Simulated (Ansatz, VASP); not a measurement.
# ZnO (zincite): VASP beside Ansatz, part 2 of 3

One calculation is typed for both programs; each brings its own data sets. How far apart do they land? The cell is taken from a series of runs on this material, whose earlier steps may have relaxed, scaled, displaced or heated it; both programs get it as it stands.

VASP 6.6.1 and Ansatz 0.2.0.

So far: Starting point; VASP: zone-centre phonons, PBE.

**2. VASP: zone-centre phonons, PBE (continued)**

Level of this step: PBE; plane waves and PAW (O, Zn) (VASP).

Parts of OUTCAR (step 2):

```text
ion  position               nearest neighbor table
   1  0.667  0.333  0.379-   3 2.04   3 2.04   3 2.04   4 2.05
   2  0.333  0.667  0.879-   4 2.04   4 2.04   4 2.04   3 2.05
   3  0.333  0.667  0.500-   1 2.04   1 2.04   1 2.04   2 2.05
   4  0.667  0.333  1.000-   2 2.04   2 2.04   2 2.04   1 2.05

  LATTYP: Found a hexagonal cell.
 ALAT       =     3.3437027079
 C/A-ratio  =     1.6149358846

 Subroutine GETGRP returns: Found 12 space group operations
 (whereof  6 operations were pure point group operations)

The static configuration has the point symmetry C_3v.
 The point group associated with its full space group is C_6v.

 Found    162 irreducible k-points:

   k-points           NKPTS =    162   k-points in BZ     NKDIM =    162   number of bands    NBANDS=     24

   dimension x,y,z NGX =    28 NGY =   28 NGZ =   48
   dimension x,y,z NGXF=    56 NGYF=   56 NGZF=   96

   ENCUT  =  600.0 eV  44.10 Ry    6.64 a.u.   6.68  6.68 10.78*2*pi/ulx,y,z

   NELECT =      36.0000    total number of electrons

 k-points in reciprocal lattice and weights: Automatic mesh
   0.00000000  0.00000000  0.00000000       0.000
   0.06666667 -0.00000000  0.00000000       0.003
   0.13333333  0.00000000  0.00000000       0.003
   0.20000000 -0.00000000  0.00000000       0.003
   0.26666667  0.00000000  0.00000000       0.003
   0.33333333  0.00000000  0.00000000       0.003
   0.40000000 -0.00000000  0.00000000       0.003
   0.46666667 -0.00000000  0.00000000       0.003
   0.06666667  0.06666667  0.00000000       0.003
[...]
-1.671851354  2.895731488  0.000000000     0.000000000  0.345335886  0.000000000
     0.000000000  0.000000000  5.399865490     0.000000000  0.000000000  0.185189798

 POSITION                                       TOTAL-FORCE (eV/Angst)
 -----------------------------------------------------------------------------------
      1.67185      0.96524      2.04666         0.000000     -0.000000     -0.000391
     -0.00000      1.93049      4.74660        -0.000000      0.000000     -0.000391
     -0.00000      1.93049      2.69987         0.000000      0.000000      0.000391
      1.67185      0.96524      5.39980        -0.000000      0.000000      0.000391
 -----------------------------------------------------------------------------------
    total drift:                               -0.000000      0.000000      0.000489

 MACROSCOPIC STATIC DIELECTRIC TENSOR (including local field effects in DFT)
 ------------------------------------------------------
           5.638905    -0.000000     0.000000
          -0.000000     5.638905     0.000000
          -0.000000     0.000000     5.616815
 ------------------------------------------------------

 PIEZOELECTRIC TENSOR (including local field effects)  for field in x, y, z        (C/m^2)
          XX          YY          ZZ          XY          YZ          ZX
  --------------------------------------------------------------------------------
  x     0.00000     0.00000     0.00000     0.00000    -0.00000     0.41355
  y     0.00000    -0.00000     0.00000     0.00000     0.41354    -0.00000
  z     0.39847     0.39847    -0.79685    -0.00000     0.00000     0.00000

 BORN EFFECTIVE CHARGES (including local field effects) (in |e|, cummulative output)
 ---------------------------------------------------------------------------------
 ion    1
    1    -2.15728     0.00000     0.00000
    2     0.00000    -2.15728     0.00000
    3    -0.00000     0.00000    -2.21217
 ion    2
    1    -2.15728     0.00000     0.00000
    2     0.00000    -2.15728     0.00000
    3     0.00000     0.00000    -2.21217
 ion    3
    1     2.15728    -0.00000    -0.00000
    2    -0.00000     2.15728     0.00000
    3    -0.00000     0.00000     2.21217
 ion    4
    1     2.15728    -0.00000     0.00000
    2    -0.00000     2.15728     0.00000
    3     0.00000     0.00000     2.21217

 Eigenvectors and eigenvalues of the dynamical matrix
 ----------------------------------------------------

   1 f  =   14.262139 THz    89.611664 2PiTHz  475.733761 cm-1    58.983442 meV
             X         Y         Z           dx          dy          dz
      1.671851  0.965244  2.046665    -0.000000   -0.000000   -0.705640
     -0.000000  1.930488  4.746597     0.000000    0.000000    0.705640
     -0.000000  1.930488  2.699871     0.000000    0.000000   -0.045521
      1.671851  0.965244  5.399804    -0.000000   -0.000000    0.045521

   2 f  =   10.755420 THz    67.578300 2PiTHz  358.762208 cm-1    44.480825 meV
             X         Y         Z           dx          dy          dz
      1.671851  0.965244  2.046665    -0.605456    0.272809   -0.000000
     -0.000000  1.930488  4.746597     0.605456   -0.272809   -0.000000
     -0.000000  1.930488  2.699871     0.221454   -0.099784    0.000000
      1.671851  0.965244  5.399804    -0.221454    0.099784    0.000000

   3 f  =   10.755420 THz    67.578300 2PiTHz  358.762208 cm-1    44.480825 meV
             X         Y         Z           dx          dy          dz
      1.671851  0.965244  2.046665     0.272809    0.605456   -0.000000
     -0.000000  1.930488  4.746597    -0.272809   -0.605456   -0.000000
     -0.000000  1.930488  2.699871    -0.099784   -0.221454   -0.000000
      1.671851  0.965244  5.399804     0.099784    0.221454    0.000000

   4 f  =    9.915307 THz    62.299712 2PiTHz  330.739047 cm-1    41.006397 meV
             X         Y         Z           dx          dy          dz
      1.671851  0.965244  2.046665    -0.578066    0.260467    0.000000
     -0.000000  1.930488  4.746597    -0.578066    0.260467    0.000000
     -0.000000  1.930488  2.699871     0.285409   -0.128601   -0.000000
      1.671851  0.965244  5.399804     0.285409   -0.128601   -0.000000

   5 f  =    9.915307 THz    62.299712 2PiTHz  330.739047 cm-1    41.006397 meV
             X         Y         Z           dx          dy          dz
      1.671851  0.965244  2.046665    -0.260467   -0.578066   -0.000000
     -0.000000  1.930488  4.746597    -0.260467   -0.578066   -0.000000
     -0.000000  1.930488  2.699871     0.128601    0.285409   -0.000000
      1.671851  0.965244  5.399804     0.128601    0.285409    0.000000

   6 f  =    9.302216 THz    58.447547 2PiTHz  310.288527 cm-1    38.470857 meV
             X         Y         Z           dx          dy          dz
      1.671851  0.965244  2.046665     0.000000   -0.000000    0.634260
     -0.000000  1.930488  4.746597     0.000000   -0.000000    0.634260
     -0.000000  1.930488  2.699871    -0.000000    0.000000   -0.312593
      1.671851  0.965244  5.399804     0.000000   -0.000000   -0.312593

   7 f  =    6.956753 THz    43.710568 2PiTHz  232.052298 cm-1    28.770805 meV
             X         Y         Z           dx          dy          dz
      1.671851  0.965244  2.046665    -0.000000   -0.000000   -0.045521
     -0.000000  1.930488  4.746597    -0.000000   -0.000000    0.045521
     -0.000000  1.930488  2.699871     0.000000    0.000000    0.705640
      1.671851  0.965244  5.399804    -0.000000   -0.000000   -0.705640

   8 f  =    2.840247 THz    17.845797 2PiTHz   94.740436 cm-1    11.746312 meV
             X         Y         Z           dx          dy          dz
      1.671851  0.965244  2.046665    -0.221447    0.099799   -0.000000
     -0.000000  1.930488  4.746597     0.221447   -0.099799   -0.000000
     -0.000000  1.930488  2.699871    -0.605437    0.272851   -0.000000
      1.671851  0.965244  5.399804     0.605437   -0.272851   -0.000000

   9 f  =    2.840247 THz    17.845797 2PiTHz   94.740436 cm-1    11.746312 meV
             X         Y         Z           dx          dy          dz
      1.671851  0.965244  2.046665     0.099799    0.221447    0.000000
     -0.000000  1.930488  4.746597    -0.099799   -0.221447    0.000000
     -0.000000  1.930488  2.699871     0.272851    0.605437    0.000000
      1.671851  0.965244  5.399804    -0.272851   -0.605437    0.000000

  10 f/i=    0.007376 THz     0.046344 2PiTHz    0.246035 cm-1     0.030504 meV
             X         Y         Z           dx          dy          dz
      1.671851  0.965244  2.046665     0.242213    0.198317   -0.000000
     -0.000000  1.930488  4.746597     0.242213    0.198317   -0.000000
     -0.000000  1.930488  2.699871     0.490575    0.401670   -0.000000
      1.671851  0.965244  5.399804     0.490575    0.401670   -0.000000

  11 f/i=    0.007376 THz     0.046344 2PiTHz    0.246035 cm-1     0.030504 meV
             X         Y         Z           dx          dy          dz
      1.671851  0.965244  2.046665     0.198317   -0.242213    0.000000
     -0.000000  1.930488  4.746597     0.198317   -0.242213    0.000000
     -0.000000  1.930488  2.699871     0.401670   -0.490575    0.000000
      1.671851  0.965244  5.399804     0.401670   -0.490575    0.000000

  12 f/i=    0.013542 THz     0.085087 2PiTHz    0.451712 cm-1     0.056005 meV
             X         Y         Z           dx          dy          dz
      1.671851  0.965244  2.046665     0.000000    0.000000    0.312593
     -0.000000  1.930488  4.746597     0.000000    0.000000    0.312593
     -0.000000  1.930488  2.699871     0.000000    0.000000    0.634260
      1.671851  0.965244  5.399804     0.000000    0.000000    0.634260

 MACROSCOPIC STATIC DIELECTRIC TENSOR IONIC CONTRIBUTION
 ------------------------------------------------------
           6.236781    -0.000000     0.000000
          -0.000000     6.236781    -0.000000
           0.000000    -0.000000     7.459299
 ------------------------------------------------------

 ELASTIC MODULI CONTR FROM IONIC RELAXATION (kBar)
 Direction    XX          YY          ZZ          XY          YZ          ZX
 --------------------------------------------------------------------------------
 XX        -330.5856    155.1231    171.9683      0.0000      0.0000     -0.0000
 YY         155.1231   -330.5856    171.9683      0.0000     -0.0000      0.0000
 ZZ         171.9683    171.9683   -337.0872     -0.0000     -0.0000      0.0000
 XY           0.0000      0.0000     -0.0000   -242.8544      0.0000     -0.0000
 YZ           0.0000     -0.0000     -0.0000      0.0000    -78.2289      0.0000
 ZX          -0.0000      0.0000      0.0000      0.0000      0.0000    -72.5562
 --------------------------------------------------------------------------------

 PIEZOELECTRIC TENSOR IONIC CONTR  for field in x, y, z        (C/m^2)
          XX          YY          ZZ          XY          YZ          ZX
  --------------------------------------------------------------------------------
  x    -0.00000     0.00000     0.00000    -0.00000     0.00000    -0.63298
  y     0.00000     0.00000    -0.00000     0.00000    -0.65726     0.00000
  z    -0.76120    -0.76120     1.49208     0.00000     0.00000    -0.00000
```

(Part 2 of 3 ends here.)

[Lines on the potential files, build, host, timing and source positions are cut from VASP's logs without a mark.]

[Logs are printed without paths, hosts, clocks, repeated set-up lines and the standing remarks that a program may print on its own settings, such as how far it seeks lower states.]

[Hosts, paths, dates, database ids (printed as entryN), source tags and the programs' standing remarks are cut or masked in the printed files.]
